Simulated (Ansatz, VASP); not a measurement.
**PtS2 in two plane-wave programs**

Wanted: the spread between two codes on one cell, functional and k mesh. The cell is taken from a series of runs on this material, whose earlier steps may have relaxed, scaled, displaced or heated it; both programs get it as it stands.

Calculated with Ansatz 0.2.0; plane waves, with VASP 6.6.1 beside it; dielectric response at PBE.

### Step 1. The starting structure

Symmetry: P-3m1, No. 164, trigonal system. Conventional cell: a = 3.543 Å, b = 3.543 Å, c = 5.039 Å, α = 90.00°, β = 90.00°, γ = 120.00°. Pt has 6 S at 2.34 Å nearest. Nearest to S lie 3 Pt at 2.34 Å. Farther neighbours and most contacts between anions are not listed.

### Step 2. VASP: dielectric response, PBE

The response to a field tests empty states and converges slowly with the mesh.

Lines of VASP's logs that name or quote its potential files are left out, and so is its time.

INCAR

```
SYSTEM = PtS2
PREC = Accurate
ENCUT = 400
EDIFF = 1E-08
NELM = 120
ISMEAR = 0
SIGMA = 0.01
LREAL = .FALSE.
ALGO = Normal
GGA = PE
NBANDS = 17
LASPH = .TRUE.
LORBIT = 11
LWAVE = .FALSE.
LCHARG = .FALSE.
ISIF = 2
LEPSILON = .TRUE.
GGA_COMPAT = .FALSE.
EFERMI = MIDGAP
KPAR = 2
```

POSCAR

```
PtS2
1.0
    3.5432000000      0.0000000000      0.0000000000
   -1.7716000000      3.0685012107      0.0000000000
    0.0000000000      0.0000000000      5.0388000000
Pt S
1 2
Direct
    0.0000000000      0.0000000000      0.0000000000
    0.6666666667      0.3333333333      0.7730000000
    0.3333333333      0.6666666667      0.2270000000
```

KPOINTS

```
Automatic mesh
0
Gamma
7 7 5
0 0 0
```

The projector-augmented-wave data sets are Pt and S (PBE family, release 64).

Started as:

```bash
mpirun -np 2 vasp_std
```

Numbers of over 12 decimals in the logs are rounded to 6 here.

The program printed:

```text
[banner, memory and clock lines left out]
running    2 mpi-ranks, on    1 nodes
 distrk:  each k-point on    1 cores,    2 groups
 distr:  one band on    1 cores,    1 groups

 POSCAR found type information on POSCAR PtS
 POSCAR found :  2 types and       3 ions
 LDA part: xc-table for (Slater+PW92), standard interpolation
 POSCAR, INCAR and KPOINTS ok, starting setup
 FFT: planning ... GRIDC
 FFT: planning ... GRID_SOFT
 FFT: planning ... GRID
 WAVECAR not read
 entering main loop
       N       E                     dE             d eps       ncg     rms          rms(c)
DAV:   1     0.937126269721E+02    0.93713E+02   -0.90047E+03  1128   0.923E+02
DAV:   2    -0.126868998469E+02   -0.10640E+03   -0.10345E+03  1346   0.205E+02
DAV:   3    -0.166282628286E+02   -0.39414E+01   -0.39225E+01  1437   0.418E+01
DAV:   4    -0.166671676577E+02   -0.38905E-01   -0.38891E-01  1451   0.448E+00
DAV:   5    -0.166678917986E+02   -0.72414E-03   -0.72407E-03  1467   0.578E-01    0.200E+01
DAV:   6    -0.154886403297E+02    0.11793E+01   -0.69686E+00  1115   0.256E+01    0.128E+01
DAV:   7    -0.152923978706E+02    0.19624E+00   -0.12218E+00  1119   0.113E+01    0.631E+00
DAV:   8    -0.152725424027E+02    0.19855E-01   -0.60627E-02  1270   0.188E+00    0.118E+00
DAV:   9    -0.152690340906E+02    0.35083E-02   -0.11305E-02  1338   0.110E+00    0.200E-01
DAV:  10    -0.152692787327E+02   -0.24464E-03   -0.13047E-03  1405   0.245E-01    0.117E-01
DAV:  11    -0.152693407558E+02   -0.62023E-04   -0.76478E-05  1362   0.704E-02    0.280E-02
DAV:  12    -0.152693415317E+02   -0.77589E-06   -0.18231E-05  1379   0.421E-02    0.103E-02
DAV:  13    -0.152693427827E+02   -0.12510E-05   -0.15895E-06  1397   0.953E-03    0.323E-03
DAV:  14    -0.152693429754E+02   -0.19271E-06   -0.33053E-07  1358   0.352E-03    0.139E-03
DAV:  15    -0.152693429448E+02    0.30599E-07   -0.34601E-08  1351   0.149E-03    0.740E-04
DAV:  16    -0.152693428882E+02    0.56622E-07   -0.79037E-09  1121   0.549E-04    0.267E-04
DAV:  17    -0.152693428762E+02    0.11989E-07   -0.16982E-09   672   0.254E-04    0.898E-05
DAV:  18    -0.152693428777E+02   -0.15066E-08   -0.16699E-10   650   0.103E-04
   1 F= -.15269343E+02 E0= -.15269343E+02  d E =0.000000E+00
 Linear response reoptimize wavefunctions to high precision
DAV:   1    -0.152693428781E+02   -0.41041E-09   -0.29948E-11   689   0.369E-05
DAV:   2    -0.152693428781E+02    0.12733E-10   -0.81941E-12   638   0.169E-05
 Linear response G [H, r] |phi>, progress :
  Direction:   1
       N       E                     dE             d eps       ncg     rms
RMM:   1    -0.123413801785E+03   -0.12341E+03   -0.18632E+02  2857   0.836E+01
RMM:   2    -0.940724683439E+02    0.29341E+02   -0.10999E+01  1827   0.215E+01
RMM:   3    -0.941793508039E+02   -0.10688E+00   -0.21315E-01  1836   0.281E+00
RMM:   4    -0.941835311757E+02   -0.41804E-02   -0.42053E-03  1885   0.421E-01
RMM:   5    -0.941836029594E+02   -0.71784E-04   -0.13090E-04  1923   0.779E-02
RMM:   6    -0.941836070949E+02   -0.41355E-05    0.34722E-05  1945   0.185E-02
RMM:   7    -0.941836074852E+02   -0.39024E-06    0.38815E-05  1964   0.785E-03
RMM:   8    -0.941836056574E+02    0.18277E-05    0.69111E-05  1963   0.593E-03
RMM:   9    -0.941836071492E+02   -0.14918E-05   -0.31282E-05  1761   0.555E-03
RMM:  10    -0.941836063340E+02    0.81516E-06   -0.52952E-04  1512   0.548E-03
RMM:  11    -0.941836049563E+02    0.13777E-05    0.60773E-04  1427   0.546E-03
 Linear response G [H, r] |phi>, progress :
  Direction:   2
       N       E                     dE             d eps       ncg     rms
RMM:   1    -0.122670606774E+03   -0.12267E+03   -0.17289E+02  2857   0.844E+01
RMM:   2    -0.929062868930E+02    0.29764E+02   -0.11102E+01  1834   0.216E+01
RMM:   3    -0.930134977769E+02   -0.10721E+00   -0.20979E-01  1827   0.287E+00
RMM:   4    -0.930176405294E+02   -0.41428E-02   -0.43386E-03  1889   0.432E-01
RMM:   5    -0.930177299917E+02   -0.89462E-04   -0.37731E-04  1918   0.805E-02
RMM:   6    -0.930177394414E+02   -0.94498E-05   -0.25675E-04  1949   0.189E-02
RMM:   7    -0.930177380410E+02    0.14004E-05   -0.23487E-04  1965   0.798E-03
RMM:   8    -0.930177439944E+02   -0.59534E-05   -0.29540E-04  1960   0.593E-03
RMM:   9    -0.930177440936E+02   -0.99224E-07   -0.35617E-04  1799   0.553E-03
RMM:  10    -0.930177493701E+02   -0.52765E-05   -0.84735E-04  1509   0.544E-03
RMM:  11    -0.930177449661E+02    0.44040E-05   -0.20070E-04  1438   0.542E-03
 Linear response G [H, r] |phi>, progress :
  Direction:   3
       N       E                     dE             d eps       ncg     rms
RMM:   1    -0.994552759654E+02   -0.99455E+02    0.68617E+01  2647   0.819E+01
RMM:   2    -0.942677426609E+02    0.51875E+01   -0.75485E+00  1833   0.186E+01
RMM:   3    -0.943938580239E+02   -0.12612E+00   -0.16952E-01  1840   0.255E+00
RMM:   4    -0.943981121383E+02   -0.42541E-02   -0.46309E-03  1912   0.409E-01
RMM:   5    -0.943982042398E+02   -0.92101E-04   -0.22463E-04  1935   0.774E-02
RMM:   6    -0.943982104275E+02   -0.61878E-05   -0.50243E-05  1975   0.183E-02
RMM:   7    -0.943982106139E+02   -0.18633E-06   -0.42813E-05  1997   0.775E-03
RMM:   8    -0.943982107631E+02   -0.14921E-06   -0.38476E-05  1990   0.576E-03
RMM:   9    -0.943982108469E+02   -0.83811E-07   -0.58756E-06  1826   0.539E-03
[...]
RMM:   7    -0.268637392299E+01    0.21222E-08   -0.24649E-07  1538   0.563E-04
RMM:   8    -0.268637392184E+01    0.11502E-08   -0.37754E-07  1300   0.418E-04
RMM:   9    -0.268637394147E+01   -0.19634E-07   -0.11691E-06  1215   0.398E-04
RMM:  10    -0.268637394326E+01   -0.17934E-08   -0.30096E-06  1118   0.398E-04
RMM:  11    -0.268637394121E+01    0.20515E-08   -0.58842E-07  1040   0.396E-04
 change of polarisation eV/A/(eV/A) component  2 :     0.443     5.373    -0.373
 dielectric tensor                  component  2 :     1.465    18.747    -1.233
 Linear response to external field (no local field effect), progress :
  Direction:   3
       N       E                     dE             d eps       ncg     rms          rms(c)
RMM:   1    -0.147829186460E+01   -0.14783E+01   -0.87220E+00  2312   0.527E+00
RMM:   2    -0.166103504416E+01   -0.18274E+00   -0.43110E-02  1849   0.105E+00
RMM:   3    -0.166221154097E+01   -0.11765E-02   -0.13119E-03  1855   0.140E-01
RMM:   4    -0.166225655571E+01   -0.45015E-04   -0.38932E-05  1925   0.251E-02
RMM:   5    -0.166225745091E+01   -0.89521E-06   -0.28039E-06  1915   0.466E-03
RMM:   6    -0.166225749027E+01   -0.39354E-07   -0.44186E-07  1898   0.119E-03
RMM:   7    -0.166225748751E+01    0.27542E-08   -0.38872E-07  1572   0.515E-04
RMM:   8    -0.166225748693E+01    0.58265E-09   -0.92365E-07  1269   0.402E-04
RMM:   9    -0.166225748403E+01    0.29007E-08   -0.15935E-06  1214   0.389E-04
RMM:  10    -0.166225748589E+01   -0.18622E-08   -0.16630E-06  1088   0.387E-04
RMM:  11    -0.166225748540E+01    0.49245E-09    0.51108E-07  1027   0.386E-04
 change of polarisation eV/A/(eV/A) component  3 :    -0.225    -0.373     3.325
 dielectric tensor                  component  3 :    -0.742    -1.234    11.981
 Linear response to external field, progress :
  Direction:   1
       N       E                     dE             d eps       ncg     rms          rms(c)
RMM:   1    -0.272722739389E+01   -0.27272E+01   -0.18728E+01  5276   0.606E+00
RMM:   2    -0.288920306697E+01   -0.16198E+00   -0.71454E-02  4136   0.117E+00    0.347E+00
RMM:   3    -0.278331280137E+01    0.10589E+00   -0.11012E-01  4131   0.178E+00    0.182E+00
RMM:   4    -0.288203026408E+01   -0.98717E-01   -0.85769E-02  4142   0.164E+00    0.323E-01
RMM:   5    -0.291019563559E+01   -0.28165E-01   -0.31437E-03  4188   0.368E-01    0.452E-02
RMM:   6    -0.291192706884E+01   -0.17314E-02   -0.64617E-05  4323   0.595E-02    0.305E-02
RMM:   7    -0.291393069555E+01   -0.20036E-02   -0.25397E-05  4133   0.396E-02    0.492E-03
RMM:   8    -0.291435900877E+01   -0.42831E-03    0.39798E-05  4402   0.657E-03    0.302E-03
RMM:   9    -0.291449074279E+01   -0.13173E-03    0.23311E-05  4310   0.383E-03    0.127E-03
RMM:  10    -0.291446657458E+01    0.24168E-04    0.23822E-06  4465   0.117E-03    0.475E-04
RMM:  11    -0.291445351968E+01    0.13055E-04    0.35903E-06  4316   0.878E-04    0.629E-05
RMM:  12    -0.291445226715E+01    0.12525E-05    0.18810E-06  4389   0.467E-04    0.566E-05
RMM:  13    -0.291445430004E+01   -0.20329E-05   -0.19201E-07  3274   0.363E-04    0.692E-06
 change of polarisation eV/A/(eV/A) component  1 :     5.406     0.266     0.142
 dielectric tensor                  component  1 :    18.855     0.880     0.468
 Linear response to external field, progress :
  Direction:   2
       N       E                     dE             d eps       ncg     rms          rms(c)
RMM:   1    -0.271687686125E+01   -0.27169E+01   -0.18625E+01  5281   0.608E+00
RMM:   2    -0.288910077069E+01   -0.17222E+00   -0.72149E-02  4154   0.120E+00    0.347E+00
RMM:   3    -0.278325238469E+01    0.10585E+00   -0.11034E-01  4136   0.178E+00    0.182E+00
RMM:   4    -0.288198211389E+01   -0.98730E-01   -0.85911E-02  4166   0.164E+00    0.324E-01
RMM:   5    -0.291018726440E+01   -0.28205E-01   -0.31538E-03  4209   0.367E-01    0.454E-02
RMM:   6    -0.291192112672E+01   -0.17339E-02   -0.66650E-05  4352   0.595E-02    0.307E-02
RMM:   7    -0.291390988955E+01   -0.19888E-02   -0.39052E-05  4162   0.394E-02    0.493E-03
RMM:   8    -0.291433140468E+01   -0.42152E-03    0.52522E-06  4414   0.647E-03    0.299E-03
RMM:   9    -0.291448854874E+01   -0.15714E-03   -0.17041E-05  4356   0.395E-03    0.138E-03
RMM:  10    -0.291446417950E+01    0.24369E-04   -0.21717E-06  4472   0.127E-03    0.477E-04
RMM:  11    -0.291445060569E+01    0.13574E-04   -0.21903E-06  4370   0.883E-04    0.698E-05
RMM:  12    -0.291445068268E+01   -0.76992E-07   -0.14651E-06  4441   0.487E-04    0.575E-05
RMM:  13    -0.291445149481E+01   -0.81212E-06   -0.70472E-07  2900   0.364E-04    0.322E-05
RMM:  14    -0.291445253213E+01   -0.10373E-05   -0.15727E-07  3422   0.381E-04    0.443E-06
 change of polarisation eV/A/(eV/A) component  2 :     0.266     5.406     0.000
 dielectric tensor                  component  2 :     0.878    18.855     0.000
 Linear response to external field, progress :
  Direction:   3
       N       E                     dE             d eps       ncg     rms          rms(c)
RMM:   1    -0.147829186460E+01   -0.14783E+01   -0.87220E+00  2312   0.527E+00
RMM:   2    -0.166103578613E+01   -0.18274E+00   -0.43117E-02  1849   0.105E+00    0.366E+00
RMM:   3    -0.126238680381E+01    0.39865E+00   -0.10301E+00  1857   0.423E+00    0.164E+00
RMM:   4    -0.125176787807E+01    0.10619E-01   -0.43361E-02  1794   0.112E+00    0.941E-01
RMM:   5    -0.127755069113E+01   -0.25783E-01   -0.11577E-02  1844   0.581E-01    0.271E-01
RMM:   6    -0.128858250410E+01   -0.11032E-01   -0.64810E-04  1858   0.164E-01    0.733E-02
RMM:   7    -0.129027355031E+01   -0.16910E-02   -0.10234E-04  1871   0.559E-02    0.238E-02
RMM:   8    -0.129041951577E+01   -0.14597E-03   -0.74225E-06  1893   0.179E-02    0.636E-03
RMM:   9    -0.129078849401E+01   -0.36898E-03    0.56810E-06  1885   0.634E-03    0.219E-03
RMM:  10    -0.129077639108E+01    0.12103E-04    0.10325E-05  1978   0.148E-03    0.773E-04
RMM:  11    -0.129078511889E+01   -0.87278E-05   -0.58957E-08  1935   0.882E-04    0.316E-04
RMM:  12    -0.129079707546E+01   -0.11957E-04    0.46934E-07  1793   0.690E-04    0.972E-05
RMM:  13    -0.129079580754E+01    0.12679E-05   -0.33688E-06  1460   0.436E-04    0.262E-05
RMM:  14    -0.129079624343E+01   -0.43589E-06   -0.30814E-07  1175   0.423E-04    0.995E-06
 change of polarisation eV/A/(eV/A) component  3 :    -0.255    -0.348     2.457
 dielectric tensor                  component  3 :    -0.842    -1.149     9.117
 Born effective charges drift removed
```

From OUTCAR (step 2):

```text
ion  position               nearest neighbor table
   1  0.000  0.000  0.000-   2 2.34   3 2.34   2 2.34   3 2.34   2 2.34   3 2.34
   2  0.667  0.333  0.773-   1 2.34   1 2.34   1 2.34
   3  0.333  0.667  0.227-   1 2.34   1 2.34   1 2.34

  LATTYP: Found a hexagonal cell.
 ALAT       =     3.5432000000
 C/A-ratio  =     1.4221043125

 Subroutine GETGRP returns: Found 12 space group operations
 (whereof 12 operations were pure point group operations)

The static configuration has the point symmetry D_3d.

 Found     32 irreducible k-points:

   k-points           NKPTS =     32   k-points in BZ     NKDIM =     32   number of bands    NBANDS=     17

   dimension x,y,z NGX =    24 NGY =   24 NGZ =   36
   dimension x,y,z NGXF=    48 NGYF=   48 NGZF=   72

   ENCUT  =  400.0 eV  29.40 Ry    5.42 a.u.   5.78  5.78  8.22*2*pi/ulx,y,z

   NELECT =      22.0000    total number of electrons

 k-points in reciprocal lattice and weights: Automatic mesh
   0.00000000  0.00000000  0.00000000       0.004
   0.14285714  0.00000000  0.00000000       0.024
   0.28571429  0.00000000  0.00000000       0.024
   0.42857143  0.00000000  0.00000000       0.024
   0.14285714  0.14285714  0.00000000       0.024
   0.28571429  0.14285714  0.00000000       0.049
   0.42857143  0.14285714  0.00000000       0.024
   0.28571429  0.28571429  0.00000000       0.024
   0.00000000  0.00000000  0.20000000       0.008
[...]
0.42857143  0.14285714  0.40000000       0.049
   0.28571429  0.28571429  0.40000000       0.049

 average (electrostatic) potential at core
       1 -68.4469       2 -85.3456       3 -85.3456

  Total        3.9600579      3.9600579      3.4702129      0.0000000     -0.0000000      0.0000000
  in kB      115.8145247    115.8145247    101.4886832      0.0000000     -0.0000000      0.0000000
  external PRESSURE =     111.0392442 kB  Pullay stress =       0.0000000 kB

  energy-cutoff  :      400.00
  volume of cell :       54.78
      direct lattice vectors                 reciprocal lattice vectors
     3.543200000  0.000000000  0.000000000     0.282230752  0.162946001  0.000000000
    -1.771600000  3.068501211  0.000000000     0.000000000  0.325892001  0.000000000
     0.000000000  0.000000000  5.038800000     0.000000000  0.000000000  0.198459951

 POSITION                                       TOTAL-FORCE (eV/Angst)
 -----------------------------------------------------------------------------------
      0.00000      0.00000      0.00000         0.000000      0.000000      0.000000
      1.77160      1.02283      3.89499        -0.000000      0.000000     -1.213507
     -0.00000      2.04567      1.14381         0.000000     -0.000000      1.213507
 -----------------------------------------------------------------------------------
    total drift:                                0.000000     -0.000000     -0.000000

 MACROSCOPIC STATIC DIELECTRIC TENSOR (including local field effects in DFT)
 ------------------------------------------------------
          18.855237     0.000000     0.000000
           0.000000    18.855237     0.000000
           0.000000     0.000000     9.116583
 ------------------------------------------------------

 PIEZOELECTRIC TENSOR (including local field effects)  for field in x, y, z        (C/m^2)
          XX          YY          ZZ          XY          YZ          ZX
  --------------------------------------------------------------------------------
  x     0.00000     0.00000     0.00000     0.00000     0.00000     0.00000
  y     0.00000     0.00000     0.00000     0.00000     0.00000     0.00000
  z     0.00000     0.00000     0.00000     0.00000     0.00000     0.00000

 BORN EFFECTIVE CHARGES (including local field effects) (in |e|, cummulative output)
 ---------------------------------------------------------------------------------
 ion    1
    1     3.01234     0.00000     0.00000
    2     0.00000     3.01234     0.00000
    3     0.00000     0.00000    -0.58046
 ion    2
    1    -1.50617     0.00000     0.00000
    2     0.00000    -1.50617     0.00000
    3    -0.00000    -0.00000     0.29023
 ion    3
    1    -1.50617     0.00000     0.00000
    2     0.00000    -1.50617     0.00000
    3    -0.00000    -0.00000     0.29023
```

(Continued in part 2 of 2.)

[Lines on the potential files, build, host, timing and source positions are cut from VASP's logs without a mark.]

[Logs are printed without paths, hosts, clocks, repeated set-up lines and the standing remarks that a program may print on its own settings, such as how far it seeks lower states.]

[Hosts, paths, dates, database ids (printed as entryN), source tags and the programs' standing remarks are cut or masked in the printed files.]
